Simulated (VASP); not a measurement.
Data:

```
BC62
1.0
    7.14656     0.00000     0.00000
    0.00000     7.14656     0.00000
    0.00000     0.00000     7.14656
C B
62 1
Direct
  0.50000   0.00000   0.00000
  0.63087   0.12484   0.12657
  0.75373   0.25026   0.99715
  0.87062   0.36912   0.12834
  0.74918   0.99521   0.25533
  0.87183   0.12380   0.37214
  0.00000   0.00000   0.00000
  0.12500   0.12500   0.12500
  0.25000   0.25000   0.00000
  0.38150   0.38145   0.12063
  0.49333   0.49586   0.00280
  0.62892   0.61831   0.12609
  0.75000   0.75000   0.00000
  0.87500   0.87500   0.12500
  0.25000   0.00000   0.25000
  0.37457   0.13175   0.37358
  0.50440   0.25065   0.25380
  0.74979   0.49340   0.24420
  0.86955   0.62151   0.38152
  0.50185   0.00444   0.50093
  0.62690   0.12937   0.63098
  0.75578   0.25455   0.49431
  0.87305   0.36849   0.62565
  0.75000   0.00000   0.75000
  0.87500   0.12500   0.87500
  0.00000   0.50000   0.00000
  0.12500   0.62500   0.12500
  0.25000   0.75000   0.00000
  0.37500   0.87500   0.12500
  0.00000   0.25000   0.25000
  0.12500   0.37500   0.37500
  0.25491   0.50021   0.24925
  0.37921   0.61828   0.37602
  0.49876   0.75680   0.25422
  0.62500   0.87500   0.37500
  0.00000   0.00000   0.50000
  0.12500   0.12500   0.62500
  0.25559   0.24762   0.49415
  0.37538   0.37726   0.63051
  0.62794   0.62782   0.62875
  0.75665   0.74823   0.49416
  0.87500   0.87500   0.62500
  0.25000   0.00000   0.75000
  0.37500   0.12500   0.87500
  0.49639   0.24418   0.75431
  0.62500   0.37500   0.87500
  0.75435   0.50125   0.75581
  0.87500   0.62500   0.87500
  0.00000   0.75000   0.25000
  0.12500   0.87500   0.37500
  0.00000   0.50000   0.50000
  0.12500   0.62500   0.62500
  0.25000   0.75000   0.50000
  0.37500   0.87500   0.62500
  0.00000   0.25000   0.75000
  0.12500   0.37500   0.87500
  0.25000   0.50000   0.75000
  0.37500   0.62500   0.87500
  0.50000   0.75000   0.75000
  0.62500   0.87500   0.87500
  0.00000   0.75000   0.75000
  0.12500   0.87500   0.87500
  0.50652   0.50378   0.50363
```

Computed with PBE GGA, VASP's PBE PAW potentials (set 64) (plane waves; VASP). Numerical set-up: PREC = Normal, LREAL = Auto, ISYM = 0, EDIFF = 1E-5, 400 eV cut-off, 1×1×1 Γ-centred mesh, Gaussian smearing of 0.050 eV, potentials C B. Starting moments (MAGMOM): 63*0.0476. The cell's moment is fixed (NUPDOWN = 3).

The supercell is sampled at Γ alone, which is coarse: total energies, pressure and levels can be off, energies of defects by several tenths of an eV.

**Question.** The ions are relaxed. Which structure does the run end with?

**Answer.** 
```
BC62
1.0
    7.14656     0.00000     0.00000
    0.00000     7.14656     0.00000
    0.00000     0.00000     7.14656
C B
62 1
Direct
  0.50076   0.00008   0.99953
  0.62315   0.12677   0.12831
  0.74996   0.25200   0.00159
  0.87341   0.37649   0.12765
  0.75004   0.00254   0.25101
  0.87275   0.12678   0.37788
  0.00039   0.00091   0.00065
  0.12379   0.12462   0.12649
  0.24961   0.25029   0.99893
  0.37438   0.37318   0.12571
  0.50155   0.50023   0.00034
  0.62586   0.62537   0.12554
  0.75068   0.75157   0.99947
  0.87440   0.87551   0.12664
  0.24920   0.99921   0.25012
  0.37480   0.12457   0.37434
  0.48850   0.24248   0.24255
  0.75768   0.51124   0.24340
  0.87551   0.62540   0.37518
  0.50173   0.00101   0.49934
  0.62675   0.12458   0.62622
  0.75854   0.24253   0.51252
  0.87536   0.37317   0.62666
  0.75093   0.99922   0.75186
  0.87457   0.12463   0.87730
  0.00154   0.50046   0.99951
  0.12470   0.62422   0.12483
  0.25139   0.75012   0.99921
  0.37496   0.87451   0.12509
  0.99948   0.25199   0.25107
  0.12477   0.37409   0.37618
  0.25021   0.50145   0.24749
  0.37479   0.62393   0.36941
  0.50100   0.75153   0.24807
  0.62484   0.87438   0.37619
  0.00152   0.00009   0.50030
  0.12477   0.12309   0.62597
  0.25024   0.24919   0.50011
  0.37478   0.36830   0.62626
  0.63164   0.62392   0.62623
  0.75298   0.75154   0.50005
  0.87593   0.87451   0.62611
  0.25155   0.99963   0.74952
  0.37511   0.12310   0.87627
  0.50097   0.24919   0.75079
  0.62488   0.37406   0.87629
  0.75359   0.50144   0.75082
  0.87622   0.62419   0.87637
  0.00157   0.75157   0.25036
  0.12525   0.87436   0.37547
  0.00073   0.50028   0.49953
  0.12595   0.62330   0.62506
  0.25178   0.74972   0.49840
  0.37636   0.87332   0.62468
  0.00212   0.25028   0.75146
  0.12530   0.37434   0.87574
  0.25166   0.49883   0.74942
  0.37602   0.62330   0.87513
  0.50267   0.74970   0.74927
  0.62557   0.87435   0.87577
  0.00183   0.75012   0.74967
  0.12530   0.87400   0.87573
  0.49828   0.50266   0.50276
``` The cell ends with 3.00 μB, on the first 30 sites 0.04 0.00 0.02 -0.01 0.03 0.00 0.01 0.01 0.04 0.01 0.02 0.00 0.03 0.01 0.03 0.00 0.34 0.36 0.00 0.02 0.00 0.34 0.01 0.03 0.01 0.03 0.01 0.01 0.01 0.02 μB.

**Question.** How much energy does the relaxation gain?

**Answer.** The energy (σ→0) changes by -36.4 meV/atom, in 18 ionic steps.

The cell is a supercell with a defect, built from C (diamond): B_C-vac_C.
